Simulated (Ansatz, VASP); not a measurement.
# HfC: VASP beside Ansatz

Aim: how closely do two programs agree when they are given the same cell, functional and k mesh? The structure shown is the end of the Ansatz relaxation below.

Main program and level: Ansatz 0.2.0; plane waves, with VASP 6.6.1 beside it; single point at PBEsol.

### 1. The starting structure

Symmetry: Immm, No. 71, orthorhombic system. Conventional cell: a = 3.226 Å, b = 3.388 Å, c = 4.581 Å, α = 90.00°, β = 90.00°, γ = 90.00°. Nearest to C lie 6 Hf at 2.29 to 2.34 Å. Nearest to Hf lie 6 C at 2.29 to 2.34 Å. Farther neighbours are not listed.

As a file:

```cif
data_structure
_symmetry_space_group_name_H-M 'P 1'
_symmetry_Int_Tables_number 1
_cell_length_a 3.2740
_cell_length_b 3.2740
_cell_length_c 3.3881
_cell_angle_alpha 58.841
_cell_angle_beta 58.841
_cell_angle_gamma 59.037
_cell_volume 25.04
loop_
_atom_site_label
_atom_site_type_symbol
_atom_site_fract_x
_atom_site_fract_y
_atom_site_fract_z
_atom_site_occupancy
C1 C 0.00000 0.00000 0.00000 1
Hf2 Hf 0.50000 0.50000 0.50000 1
```

### 2. Ansatz: relaxation, PBEsol

Ansatz runs on its PAW soft_1 files.

This run makes the geometry at which the two programs are then compared.

The input, input.yaml:

```yaml
crystal:
  lattice:
    - [0.0546698651, 2.3410534083, 2.2939574206]
    - [2.3410534083, 0.0546698651, 2.2939574206]
    - [2.3957232733, 2.3957232733, -1.0e-10]
  atoms:
    - { symbol: C, position: [0.0, 0.0, 0.0] }
    - { symbol: Hf, position: [0.5, 0.5, 0.5] }
  conventional_axes: [[0, 0, 1], [1, -1, 0], [1, 1, -1]]
kpoints:
  mp_grid: { grid: [16, 16, 16] }
hamiltonian:
  xc: pbesol
  pseudopotentials: { kind: paw, azcp: { folder: soft_1 }, xc_functional: pbe }
scf:
  occupations: { method: methfessel_paxton, width: 0.2 }
output:
  forces: true
  stress: true
  eigenvalues: true
relax:
  adjacent_minimum: "off"
  f_tol: 0.001
  max_steps: 60
  cell: { stress_tol: 0.01, fix: [a, angles] }
```

Command:

```console
$ ansatz run input.yaml --threads 4 --pin off --max-ram 10240MiB --backend cpu --events-out ev --progress --plain --runs-dir out
```

Numbers of over 12 decimals in the logs are rounded to 6 here.

The log of the run:

```text
Engine: ansatz 0.2.0, aarch64-unknown-linux-gnu
Pseudopotentials: kind: paw
Pseudopotential: C, paw, valence charge 4, recommended cutoff 420 eV (normal), soft_1/C.paw.azcp
Pseudopotential: Hf, paw, valence charge 26, recommended cutoff 420 eV (normal), soft_1/Hf.paw.azcp
Functional definition: PBEsol
  exchange = pbesol_x
  correlation = pbesol_c
Crystal: 2 atoms, lattice volume = 25.130 Å³
Basis set: ecut = 420 eV, 511 PW (Γ), exchange–correlation on 48×48×48 points (8 copies of the dense FFT grid, shifted against one another)
Bands: 19, of which v1, the nominal top of the filled ones, is band 15 counted from 1 (14 counted from 0)
Symmetry: 8 space group operations
Space group: Immm (ITA 71), of the structure as read, at distance tolerance 2.9e-5 Å
k-points: 621 of 4096
Non-local potential: C, projectors of the file, l = 0: 2, l = 1: 2, l = 2: 1
Non-local potential: Hf, projectors of the file, l = 0: 3, l = 1: 2, l = 2: 2, l = 3: 3
PAW form: soft (Blöchl's): semilocal exchange-correlation on the pseudo side does not see the compensation charge
PAW frozen core: C, regenerated for the run's functional, and the local potential with it (the file was generated under x = pbe(κ = 0.804, μ = 0.219515), c = pbe(β = 0.066725))
PAW frozen core: Hf, regenerated for the run's functional, and the local potential with it (the file was generated under x = pbe(κ = 0.804, μ = 0.219515), c = pbe(β = 0.066725))
PAW one-centre angular grid: C, 110 points (default); XC on 64 Gauss nodes
PAW one-centre angular grid: Hf, 590 points (default); XC on 64 Gauss nodes
Initial density: superposition of atomic densities (chi_scale 0.1, normalization cell, long waves kept (reshape's long-wave potential 0.00 eV rms))
Initial wavefunctions: pseudopotential atomic-orbital guess
Functional: x = pbesol(κ = 0.804, μ = 0.123457), c = pbesol(β = 0.046)
SCF iter   1: F=—  HF=-15847.992435 eV  |F-HF|=—  |Δ(HF+E_count)|=         —  Δρ=8.42e-2  dr2=2.45e0  ethr=3.10e-3  ⟨swp⟩=4.8  Hψ=50421  notcnv=0
preconditioner: auto → Kerker (q_TF=auto, 2.810 Å⁻¹)  [metal: Δε(μ)=0.039 eV  Ē_g=17.582 eV  σ=0.200 eV  W_gap=0.16  n_scr=14 (ndim 8)  ℏωp=39.2 eV  f_vac=0.000  D(μ)=0.20/eV (n_scr^D=0)]
SCF iter   2: F=—  HF=-15847.492286 eV  |F-HF|=—  |Δ(HF+E_count)|=   5.00e-1  S|Δr|=    0.00e0  Δρ=3.28e-2  dr2=2.65e-1  ethr=3.10e-3  ⟨swp⟩=2.4  Hψ=21608  notcnv=0  defer=1
SCF iter   3: F=—  HF=-15847.439601 eV  |F-HF|=—  |Δ(HF+E_count)|=   5.27e-2  S|Δr|=    0.00e0  Δρ=1.43e-2  dr2=3.27e-2  ethr=8.84e-4  ⟨swp⟩=2.0  Hψ=20786  notcnv=0
SCF iter   4: F=—  HF=-15847.431170 eV  |F-HF|=—  |Δ(HF+E_count)|=   8.43e-3  S|Δr|=    0.00e0  Δρ=8.15e-3  dr2=8.06e-3  ethr=1.09e-4  ⟨swp⟩=2.1  Hψ=21103  notcnv=0
SCF iter   5: F=—  HF=-15847.431163 eV  |F-HF|=—  |Δ(HF+E_count)|=   6.43e-6  S|Δr|=    0.00e0  Δρ=1.49e-3  dr2=2.89e-4  ethr=2.69e-5  ⟨swp⟩=2.4  Hψ=20535  notcnv=0
SCF iter   6: F=—  HF=-15847.431119 eV  |F-HF|=—  |Δ(HF+E_count)|=   4.38e-5  S|Δr|=    0.00e0  Δρ=2.45e-4  dr2=1.50e-5  ethr=9.62e-7  ⟨swp⟩=3.0  Hψ=21500  notcnv=0
SCF iter   7: F=—  HF=-15847.431126 eV  |F-HF|=—  |Δ(HF+E_count)|=   6.44e-6  S|Δr|=    0.00e0  Δρ=6.53e-5  dr2=8.30e-7  ethr=5.00e-8  ⟨swp⟩=2.2  Hψ=21502  notcnv=0
SCF iter   8: F=-15847.431126 eV  HF=-15847.431126 eV  |F-HF|=4.09e-9  |Δ(HF+E_count)|=   1.25e-8  S|Δr|=    0.00e0  Δρ=1.36e-5  dr2=2.70e-8  ethr=3.33e-10  ⟨swp⟩=8.3  Hψ=73401  notcnv=0
SCF 1 converged in 8 iterations: F = -15847.431126 eV  dr2 = 2.70e-8
  Residual-converged pass: ⟨swp⟩=1.0  Hψ=14288  notcnv=0  max |occ|·‖R‖ = 4.7e-6 eV (tolerance 6.7e-6 eV)  dr2=2.70e-8  dr2_onsite=4.41e-9  max |Δocc| = 6.2e-9
  greatest PAW one-centre occupation: 0.998 electrons in one spin orbital (limit 2), on the Hf atom at site 1 (counted from 0), in its partial waves of l = 0
relax step   1: F+E_penalty+E_count = -15847.43112575 eV  Δ(F+E_penalty+E_count) = +0.000e0 eV  max|allowed force component| = 3.155e-30 eV/Å  Δτ_max = 0.0000 Å  P = -6.290 GPa  Ω = 25.130 Å³  fix = [a, alpha, beta, gamma]  reactions: a -16.743 GPa  (8 SCF iters, dr2 threshold 1.00e-7 eV, accepted)
[...]
relax step   2: F+E_penalty+E_count = -15847.43128524 eV  Δ(F+E_penalty+E_count) = -1.595e-4 eV  max|allowed force component| = 9.072e-30 eV/Å  Δτ_max = 0.0000 Å  P = -4.641 GPa  Ω = 24.948 Å³  energy of the carried Pulay correction = +2.065e-4 eV  fix = [a, alpha, beta, gamma]  (5 SCF iters, dr2 threshold 2.00e-7 eV, rejected (line search))
[...]
relax step   3: F+E_penalty+E_count = -15847.43153358 eV  Δ(F+E_penalty+E_count) = -4.078e-4 eV  max|allowed force component| = 1.578e-30 eV/Å  Δτ_max = 0.0000 Å  P = -5.487 GPa  Ω = 25.041 Å³  energy of the carried Pulay correction = +1.011e-4 eV  fix = [a, alpha, beta, gamma]  reactions: a -16.404 GPa  (10 SCF iters, accepted)
[...]
relax step   4: F+E_penalty+E_count = -15847.43153745 eV  Δ(F+E_penalty+E_count) = -3.873e-6 eV  max|allowed force component| = 2.524e-29 eV/Å  Δτ_max = 0.0000 Å  P = -5.467 GPa  Ω = 25.039 Å³  energy of the carried Pulay correction = +1.036e-4 eV  fix = [a, alpha, beta, gamma]  reactions: a -16.399 GPa  (3 SCF iters, dr2 threshold 1.84e-8 eV, accepted)
[...]
relax step   5: F+E_penalty+E_count = -15847.43143190 eV  Δ(F+E_penalty+E_count) = +1.056e-4 eV  max|allowed force component| = 6.311e-30 eV/Å  Δτ_max = 0.0000 Å  P = -5.471 GPa  Ω = 25.039 Å³  fix = [a, alpha, beta, gamma]  reactions: a -16.401 GPa  stress off target by 5.91e-3 GPa on what of the cell is left free  SCF on the basis re-selected at this cell (its energy is not comparable with the rows above)  (7 SCF iters)
basis re-selected at this cell: Δ(F+E_penalty+E_count) = +1.056e-4 eV, ΔP = -0.004 GPa vs the last step (what re-selecting the basis moved, of the pressure what is left beyond the Pulay correction that the steps carried, after the strain that the cell walked since its last selection, with what the two solves' SCF thresholds leave and, on support functions, any second-order correction that the steps lacked; it is no m [...]
SCF converged after 7 iterations
Stability not checked: this state was not tested for a lower state beside it, because cold or Methfessel-Paxton smearing, or corrected tetrahedra, fill the levels in a way that the test cannot read (fill_not_monotonic; see scf.lower_state_search)
Free energy (F): -15847.431432 eV
Harris-Foulkes:  -15847.431432 eV  (|F-HF|=1.82e-12)
Internal energy: -15847.431247 eV  (E = F + TS)
E sigma→0 (E₀):  -15847.431386 eV
Entropy (-TS):   -0.000185 eV (-0.092 meV/atom)
Fermi energy:    18.531377 eV
--- Per-component energies (eV) ---
  E_band       = 64.246979
  E_kinetic    = 493.074017
  E_local      = -6221.872008  (includes V_loc(G=0)·N_el)
  E_nonlocal   = 91.124404
  E_hartree    = 3043.418194
  E_xc         = -311.816057
  E_vxc        = -313.192496  (∫ρ·V_xc dr)
  E_paw        = -7673.246126  (= ΣΔE_a)
  E_vpaw       = -71.723420  (= ΣTr[D̂ρ^β])
  E_aug_tail   = 0.000100  (compensation charges beyond the density's cutoff)
  E_ewald      = -5269.385927
  E_core_change = 1.272157  (= ΣΔE_core)
  E_smearing   = -0.000185  (= −TS)
  E_closure    = 0.000000  (closes the sum)
  Σ components = -15847.431432   (vs F -15847.431432, Δ=0.00e0)
--- Forces (eV/Å), atoms counted from 1 ---
  atom   1  C      0.00000000     0.00000000     0.00000000
  atom   2  Hf     0.00000000     0.00000000     0.00000000
  max |Σ_I F_I| component: 1.26e-29 eV/Å
--- Stress (GPa, compression-positive) ---
       -8.203405      -8.197493       0.000000
       -8.197493      -8.203405       0.000000
        0.000000       0.000000      -0.005874
  P = ⅓ Tr σ = -5.4709 GPa (-54.709 kbar)
--- Band table (eV; the first three rows and the last of 621) ---
  k-point 0: bands = [... 11 lower, 7.5632, 19.3937, 19.4120, 19.6445, 19.7135, 19.8884, 20.1049, 21.7378]
  k-point 1: bands = [... 11 lower, 7.5624, 18.5701, 18.9760, 19.1851, 19.9714, 20.3272, 20.3313, 22.2381]
  k-point 2: bands = [... 11 lower, 7.5623, 17.5246, 18.1788, 18.3904, 20.3083, 20.6692, 20.8027, 23.2809]
  k-point 620: bands = [... 11 lower, 8.1084, 16.0411, 16.5937, 18.1224, 18.6228, 23.8198, 25.1941, 25.2514]
--- Relaxed structure (4 steps of the walk, 3 accepted, 1 SCFs on fresh bases) ---
  F+E_penalty+E_count = -15847.43143190 eV   max|allowed force component| = 6.311e-30 eV/Å   (the final SCF, on the basis selected at the relaxed cell)
  cell:  # Å, volume = 25.0394 Å³
    - [0.057207, 2.338516, 2.290724]
    - [2.338516, 0.057207, 2.290724]
    - [2.395723, 2.395723, -1.0221816435500188e-10]
  atoms:
    - { symbol: C, position: [0, 0, 0] }
    - { symbol: Hf, position: [0.5, 0.5, 0.500000] }
```

### 3. VASP: single point, PBEsol, pair 1

The same cell, functional, mesh and smearing now go to VASP, with its own data sets.

Lines of VASP's logs that name or quote its potential files are left out, and so is its time.

The input, INCAR:

```
SYSTEM = HfC
PREC = Accurate
ENCUT = 600
EDIFF = 1E-06
NELM = 120
ISMEAR = 1
SIGMA = 0.2
LREAL = .FALSE.
ALGO = Normal
GGA = PS
NBANDS = 13
LASPH = .TRUE.
LORBIT = 11
LWAVE = .FALSE.
LCHARG = .FALSE.
ISIF = 2
GGA_COMPAT = .FALSE.
KPAR = 2
```

The input, POSCAR:

```
HfC
1.0
    0.0572070739      2.3385161995      2.2907236559
    2.3385161995      0.0572070739      2.2907236559
    2.3957232733      2.3957232733     -0.0000000001
C Hf
1 1
Direct
    0.0000000000      0.0000000000      0.0000000000
    0.5000000000      0.5000000000      0.5000000000
```

The input, KPOINTS:

```
Automatic mesh
0
Gamma
16 16 16
0 0 0
```

PAW data sets: C and Hf_pv (PBE family, release 64).

Command:

```console
$ mpirun -np 2 vasp_std
```

The log of the run:

```text
[banner, memory and clock lines left out]
running    2 mpi-ranks, on    1 nodes
 distrk:  each k-point on    1 cores,    2 groups
 distr:  one band on    1 cores,    1 groups

 POSCAR found type information on POSCAR C Hf
 POSCAR found :  2 types and       2 ions
|                                                                             |
|               ----> ADVICE to this user running VASP <----                  |
|                                                                             |
|     You enforced a specific xc type in the INCAR file but a different       |
|     [... a line on the potential file left out ...]
|     I HOPE YOU KNOW WHAT YOU ARE DOING!                                     |
|                                                                             |

 LDA part: xc-table for (Slater+PW92), standard interpolation
 POSCAR, INCAR and KPOINTS ok, starting setup
 FFT: planning ... GRIDC
 FFT: planning ... GRID_SOFT
 FFT: planning ... GRID
 WAVECAR not read
 entering main loop
       N       E                     dE             d eps       ncg     rms          rms(c)
DAV:   1     0.241563454313E+02    0.24156E+02   -0.85742E+03 16178   0.119E+03
DAV:   2    -0.232835717801E+02   -0.47440E+02   -0.44352E+02 20435   0.218E+02
DAV:   3    -0.250367276794E+02   -0.17532E+01   -0.17431E+01 20334   0.299E+01
DAV:   4    -0.250467076036E+02   -0.99799E-02   -0.99784E-02 17766   0.269E+00
DAV:   5    -0.250467764367E+02   -0.68833E-04   -0.68831E-04 20364   0.206E-01    0.584E+01
DAV:   6    -0.222250368102E+02    0.28217E+01   -0.12377E+01 18751   0.186E+01    0.414E+01
DAV:   7    -0.221628155037E+02    0.62221E-01   -0.57742E-01 18409   0.537E+00    0.238E+01
DAV:   8    -0.221505285921E+02    0.12287E-01   -0.67113E-02 19696   0.207E+00    0.529E+00
DAV:   9    -0.221445912228E+02    0.59374E-02   -0.26902E-02 19236   0.909E-01    0.195E+00
DAV:  10    -0.221441399135E+02    0.45131E-03   -0.19009E-03 19437   0.316E-01    0.585E-02
DAV:  11    -0.221441355593E+02    0.43542E-05   -0.89050E-05 19016   0.863E-02    0.226E-02
DAV:  12    -0.221441350503E+02    0.50897E-06   -0.33269E-06 19752   0.150E-02
   1 F= -.22144135E+02 E0= -.22144091E+02  d E =-.131384E-03
```

From OUTCAR (step 3):

```text
ion  position               nearest neighbor table
   1  0.000  0.000  0.000-   2 2.29   2 2.29   2 2.34   2 2.34   2 2.34   2 2.34
   2  0.500  0.500  0.500-   1 2.29   1 2.29   1 2.34   1 2.34   1 2.34   1 2.34

  LATTYP: Found a body centered orthorhombic cell.
 ALAT       =     3.2262583054
 B/A-ratio  =     1.0501528471
 C/A-ratio  =     1.4200497537

 Subroutine GETGRP returns: Found  8 space group operations
 (whereof  8 operations were pure point group operations)

The static configuration has the point symmetry D_2h.

 Found    621 irreducible k-points:

   k-points           NKPTS =    621   k-points in BZ     NKDIM =    621   number of bands    NBANDS=     13

   dimension x,y,z NGX =    28 NGY =   28 NGZ =   28
   dimension x,y,z NGXF=    56 NGYF=   56 NGZF=   56

   ENCUT  =  600.0 eV  44.10 Ry    6.64 a.u.   6.54  6.54  6.77*2*pi/ulx,y,z

   NELECT =      14.0000    total number of electrons

 k-points in reciprocal lattice and weights: Automatic mesh
   0.00000000  0.00000000  0.00000000       0.000
   0.06250000  0.00000000  0.00000000       0.001
   0.12500000  0.00000000  0.00000000       0.001
   0.18750000 -0.00000000  0.00000000       0.001
   0.25000000  0.00000000  0.00000000       0.001
   0.31250000  0.00000000  0.00000000       0.001
   0.37500000 -0.00000000  0.00000000       0.001
   0.43750000  0.00000000  0.00000000       0.001
   0.50000000  0.00000000  0.00000000       0.000
[...]
0.25000000  0.25000000  0.50000000       0.000
  -0.25000000  0.25000000  0.50000000       0.000

 average (electrostatic) potential at core
       1 -47.8583       2 -35.2259

 E-fermi :   5.8513

 k-point     1 :       0.0000    0.0000    0.0000
  band No.  band energies     occupation
      1     -23.6707      2.00000
      2     -23.6355      2.00000
      3     -23.6321      2.00000
      4      -6.4730      2.00000
      5       6.6780     -0.00000
      6       6.7752     -0.00000
      7       6.9306     -0.00000
      8       7.0055     -0.00000
      9       7.2510     -0.00000
    ...

 k-point     2 :       0.0625    0.0000    0.0000
  band No.  band energies     occupation
      1     -23.6738      2.00000
      2     -23.6644      2.00000
      3     -23.6362      2.00000
      4      -6.3704      2.00000
      5       6.0896     -0.07057
      6       6.2756     -0.01059
      7       6.4677     -0.00012
      8       7.0651     -0.00000
      9       7.4540     -0.00000
    ...

 k-point     3 :       0.1250    0.0000    0.0000
  band No.  band energies     occupation
    ...
      3     -23.6453      2.00000
      4      -6.0712      2.00000
      5       5.2089      2.00005
      6       5.2685      2.00030
      7       5.6523      2.04915
      8       7.4181     -0.00000
      9       7.7782     -0.00000
     10       8.1809     -0.00000
     11      10.7011      0.00000
     12      11.0043      0.00000
    ...

  Total       -1.3722936     -1.3722936     -0.0691244     -1.2829360      0.0000000      0.0000000
  in kB      -87.8080115    -87.8080115     -4.4230141    -82.0903455      0.0000000      0.0000000
  external PRESSURE =     -60.0130124 kB  Pullay stress =       0.0000000 kB

  energy-cutoff  :      600.00
  volume of cell :       25.04
      direct lattice vectors                 reciprocal lattice vectors
     0.057207074  2.338516199  2.290723656    -0.219172402  0.219172402  0.218271636
     2.338516199  0.057207074  2.290723656     0.219172402 -0.219172402  0.218271636
     2.395723273  2.395723273 -0.000000000     0.208705240  0.208705240 -0.218271636

 POSITION                                       TOTAL-FORCE (eV/Angst)
 -----------------------------------------------------------------------------------
      0.00000      0.00000      0.00000         0.000000     -0.000000      0.000000
      2.39572      2.39572      2.29072        -0.000000      0.000000     -0.000000
 -----------------------------------------------------------------------------------
    total drift:                                0.000000      0.000000      0.000000

  FREE ENERGIE OF THE ION-ELECTRON SYSTEM (eV)
  ---------------------------------------------------
  free  energy   TOTEN  =       -22.1441350503 eV

  energy  without entropy=      -22.1440036666  energy(sigma->0) =      -22.14409126

 total charge
# of ion       s       p       d       tot
------------------------------------------
    1        0.867   1.500   0.000   2.367
    2        0.313   6.630   1.686   8.628
--------------------------------------------------
tot          1.180   8.130   1.686  10.995

[... 3 further parts left out ...]
```

Harder data sets than Hf_pv exist (the GW ones), and pressures, volumes and forces can shift noticeably with them.

### 4. Differences

Known differences besides the potentials themselves: the data sets hold 30 valence electrons in Ansatz (on its PAW soft_1 files) and 14 in VASP; the cutoff is 420 eV in Ansatz and 600 eV in VASP; Ansatz makes its cores anew for this functional, VASP keeps those of its PBE data sets; Ansatz's pressure holds a Pulay correction, VASP's none. Total energies have different zeros and are not compared.

Both answers:

```
      quantity  Ansatz   VASP  difference
pressure (GPa)   -5.47  -6.00       +0.53
```

### 5. Ansatz: relaxation, PBEsol

This run makes the geometry at which the two programs are then compared. The cell compared in this pair holds 24.30 Å³, against 25.04 Å³ for the pair before.

The structure compared here is the end of the Ansatz relaxation.

input.yaml, as its differences from that of step 2:

```diff
@@ -2,5 +2,5 @@
   lattice:
-    - [0.0546698651, 2.3410534083, 2.2939574206]
-    - [2.3410534083, 0.0546698651, 2.2939574206]
-    - [2.3957232733, 2.3957232733, -1.0e-10]
+    - [-0.0115179004, 2.2920621701, 2.3035800705]
+    - [2.2920621701, -0.0115179004, 2.3035800705]
+    - [2.2805442698, 2.2805442698, 0.0]
   atoms:
```

Command:

```console
$ ansatz run input.yaml --threads 4 --pin off --max-ram 10240MiB --backend cpu --events-out ev --progress --plain --runs-dir out
```

The log of the run:

```text
[...]
Crystal: 2 atoms, lattice volume = 24.203 Å³
Basis set: ecut = 420 eV, 495 PW (Γ), exchange–correlation on 48×48×48 points (8 copies of the dense FFT grid, shifted against one another)
Bands: 19, of which v1, the nominal top of the filled ones, is band 15 counted from 1 (14 counted from 0)
Symmetry: 8 space group operations
[...]
k-points: 621 of 4096
[...]
k-point 620: bands = [... 11 lower, 8.5564, 16.4926, 17.1487, 19.0532, 19.1832, 24.5673, 26.0598, 26.0677]
--- Relaxed structure (5 steps of the walk, 5 accepted, 1 SCFs on fresh bases) ---
[...]
cell:  # Å, volume = 24.3048 Å³
    - [-0.014736, 2.295280, 2.306795]
    - [2.295280, -0.014736, 2.306795]
    - [2.280544, 2.280544, 4.9500104540399846e-11]
  atoms:
    - { symbol: C, position: [0, 0, 0] }
    - { symbol: Hf, position: [0.5, 0.5, 0.500000] }
[key lines of the parts left out:]
SCF converged after 7 iterations
Free energy (F): -15847.478665 eV
Fermi energy:    19.110657 eV
P = ⅓ Tr σ = 1.4817 GPa (14.817 kbar)
```

[end of part 1 of 2]

[Lines on the potential files, build, host, timing and source positions are cut from VASP's logs without a mark.]

[Logs are printed without paths, hosts, clocks, repeated set-up lines and the standing remarks that a program may print on its own settings, such as how far it seeks lower states.]

[Hosts, paths, dates, database ids (printed as entryN), source tags and the programs' standing remarks are cut or masked in the printed files.]
